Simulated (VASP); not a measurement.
Computed with PBE GGA, VASP's PBE PAW potentials (set 64) (plane waves; VASP).

VASP ran on this input.

**INCAR**
```
! general
SYSTEM   =  Co
PREC     =  Accurate
ENCUT    =  500   ! plane-wave cut-off (eV)
LREAL    =  .False.   ! projection in real space or not
LASPH    =  .True.   ! aspherical one-centre terms

! electronic loop
EDIFF    =  1E-6
NELM     =  100   ! most electronic steps
ALGO     =  Normal
LMAXMIX  =  4   ! l cut-off of mixed one-centre charges

! smearing
ISMEAR   =  1
SIGMA    =  0.1

! functional
GGA      =  PE   ! PBE

! spin
ISPIN    =  2   ! spin-polarised
MAGMOM   =  1.6 1.6

! ions
IBRION   =  2   ! conjugate gradients
NSW      =  40   ! most ionic steps
ISIF     =  3   ! ions, shape and volume
EDIFFG   =  -0.02   ! ionic stop

! output
LWAVE    =  .False.
LCHARG   =  .False.
LORBIT   =  10
```

KPOINTS:
```
Regular mesh
0
gamma
  17 17 9
0 0 0
```

POSCAR:
```
Co
1
    1.2451398255    -2.1566456711     0.0000000000
    1.2451398255     2.1566456711     0.0000000000
    0.0000000000     0.0000000000     4.0231992273
Co
2
Direct
  0.3333330000   0.6666670000   0.2500000000
  0.6666670000   0.3333330000   0.7500000000
```

POTCAR, in this order: Co (PBE.64 set). Program: vasp_std.

The run wrote:

File OSZICAR:
```
       N       E                     dE             d eps       ncg     rms          rms(c)
DAV:   1     0.783756372841E+02    0.78376E+02   -0.81070E+03 10100   0.154E+03
DAV:   2    -0.140592881321E+02   -0.92435E+02   -0.85451E+02  9928   0.252E+02
DAV:   3    -0.161647109420E+02   -0.21054E+01   -0.20452E+01 11867   0.542E+01
DAV:   4    -0.161971535853E+02   -0.32443E-01   -0.32436E-01 14461   0.512E+00
DAV:   5    -0.161974297234E+02   -0.27614E-03   -0.27613E-03 12263   0.452E-01    0.148E+01
DAV:   6    -0.144977348803E+02    0.16997E+01   -0.13679E+01 10642   0.753E+01    0.715E+00
DAV:   7    -0.140992299856E+02    0.39850E+00   -0.19035E+00 11097   0.272E+01    0.382E+00
DAV:   8    -0.140861252602E+02    0.13105E-01   -0.23749E-02 13777   0.184E+00    0.192E+00
DAV:   9    -0.140703338172E+02    0.15791E-01   -0.61210E-03 14981   0.131E+00    0.652E-01
DAV:  10    -0.140710744214E+02   -0.74060E-03   -0.71486E-04 13892   0.392E-01    0.362E-01
DAV:  11    -0.140712450410E+02   -0.17062E-03   -0.54556E-04 13297   0.374E-01    0.286E-02
DAV:  12    -0.140712451012E+02   -0.60171E-07   -0.19351E-05 10845   0.448E-02    0.156E-02
DAV:  13    -0.140712437128E+02    0.13884E-05   -0.20710E-06  8989   0.215E-02    0.104E-02
DAV:  14    -0.140712444298E+02   -0.71699E-06   -0.62037E-07  6789   0.105E-02
   1 F= -.14071244E+02 E0= -.14071417E+02  d E =-.140712E+02  mag=     3.2310
       N       E                     dE             d eps       ncg     rms          rms(c)
DAV:   1    -0.140771006496E+02   -0.58569E-02   -0.71604E-02 10054   0.479E+00    0.605E-01
DAV:   2    -0.140724978583E+02    0.46028E-02   -0.26490E-02 11062   0.332E+00    0.395E-01
DAV:   3    -0.140714373168E+02    0.10605E-02   -0.30602E-03 10964   0.113E+00    0.169E-01
DAV:   4    -0.140713446512E+02    0.92666E-04   -0.44993E-05 11771   0.884E-02    0.594E-02
DAV:   5    -0.140712678914E+02    0.76760E-04   -0.23897E-05 15170   0.608E-02    0.112E-02
DAV:   6    -0.140712685147E+02   -0.62331E-06   -0.25240E-06  9675   0.232E-02
   2 F= -.14071269E+02 E0= -.14071437E+02  d E =-.240849E-04  mag=     3.2377
       N       E                     dE             d eps       ncg     rms          rms(c)
DAV:   1    -0.140726647338E+02   -0.13968E-02   -0.15986E-02 10019   0.226E+00    0.289E-01
DAV:   2    -0.140716322024E+02    0.10325E-02   -0.59731E-03 11062   0.158E+00    0.188E-01
DAV:   3    -0.140713927873E+02    0.23942E-03   -0.69530E-04 10943   0.539E-01    0.803E-02
DAV:   4    -0.140713726344E+02    0.20153E-04   -0.10357E-05 11923   0.426E-02    0.282E-02
DAV:   5    -0.140713568926E+02    0.15742E-04   -0.51613E-06 13806   0.287E-02    0.541E-03
DAV:   6    -0.140713565925E+02    0.30014E-06   -0.60162E-07  5423   0.118E-02
   3 F= -.14071357E+02 E0= -.14071526E+02  d E =-.112163E-03  mag=     3.2346
```

**OUTCAR**
```
------------------------ aborting loop because EDIFF is reached ----------------------------------------
  FORCE on cell =-STRESS in cart. coord.  units (eV):
  Direction    XX          YY          ZZ          XY          YZ          ZX
  --------------------------------------------------------------------------------------
  Total        0.0084768      0.0084768     -0.0230752      0.0000000      0.0000000      0.0000000
  in kB        0.6268933      0.6268934     -1.7064950      0.0000000      0.0000000      0.0000000
  external PRESSURE =      -0.1509027 kB  Pullay stress =       0.0000000 kB
  volume of cell :       21.66
      direct lattice vectors                 reciprocal lattice vectors
     1.246586988 -2.159152230  0.000000000     0.401095154 -0.231572370  0.000000000
     1.246586988  2.159152230 -0.000000000     0.401095154  0.231572370 -0.000000000
     0.000000000  0.000000000  4.024526892     0.000000000  0.000000000  0.248476411
 POSITION                                       TOTAL-FORCE (eV/Angst)
 -----------------------------------------------------------------------------------
      1.24659      0.71972      1.00613         0.000000      0.000000      0.000000
      1.24659     -0.71972      3.01840        -0.000000     -0.000000      0.000000
 -----------------------------------------------------------------------------------
    total drift:                               -0.000023      0.000001     -0.000029
  FREE ENERGIE OF THE ION-ELECTRON SYSTEM (eV)
  ---------------------------------------------------
  free  energy   TOTEN  =       -14.0713565925 eV

  energy  without entropy=      -14.0718657773  energy(sigma->0) =      -14.07152632

 total charge

# of ion       s       p       d       tot
------------------------------------------
    1        0.490   0.523   7.264   8.276
    2        0.490   0.523   7.264   8.276
--------------------------------------------------
tot          0.979   1.045  14.528  16.552

 magnetization (x)

# of ion       s       p       d       tot
------------------------------------------
    1       -0.015  -0.054   1.705   1.637
    2       -0.015  -0.054   1.705   1.637
--------------------------------------------------
tot         -0.029  -0.108   3.410   3.274

 reached required accuracy - stopping structural energy minimisation
```
(Selected blocks of OUTCAR.)

CONTCAR:
```
Co
   1.00000000000000
     1.2465869876684670   -2.1591522303073405    0.0000000000000000
     1.2465869876684670    2.1591522303073405   -0.0000000000000000
     0.0000000000000000    0.0000000000000000    4.0245268917283399
  Co
     2
Direct
     0.3333330000000032    0.6666669999999968    0.2500000000000000
     0.6666669999999968    0.3333330000000032    0.7500000000000000
```

The compound is Co in the hcp structure. This run relaxes it. Symmetry was kept, so distortions that lower it aren't found.
